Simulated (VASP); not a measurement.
Consider the following.

```xyz
2
Lattice="0.0000 2.6116 2.6116 2.6116 0.0000 2.6116 2.6116 2.6116 0.0000" Properties=species:S:1:pos:R:3 pbc="T T T"
Mg     0.0000     0.0000     0.0000
S      2.6116     2.6116     2.6116
```

Calculation: PBE GGA, VASP's PBE PAW potentials (set 64) (plane waves; VASP 6.6.1). Settings: 500 eV cut-off, 9×9×9 Γ-centred mesh, Gaussian smearing of 0.050 eV, potentials Mg S.

Energy and stress use the plane-wave basis of the starting cell.

The ions, cell shape and volume at an external pressure of 5.0 GPa are relaxed. Predict the relaxed structure.

```xyz
2
Lattice="0.0000 2.5603 2.5603 2.5603 0.0000 2.5603 2.5603 2.5603 0.0000" Properties=species:S:1:pos:R:3 pbc="T T T"
Mg     0.0000     0.0000     0.0000
S      2.5603     2.5603     2.5603
```
Space group Fm-3m (225), at a tolerance of 0.03 Å.

How do energy and volume change from the first to the last step?

The energy (σ→0) changes by +15.2 meV/atom and the volume by -5.8 %, in 3 ionic steps.

The compound is MgS in the rock salt structure. This run relaxes it under an external pressure of 5 GPa. Symmetry was kept, so distortions that lower it aren't found.
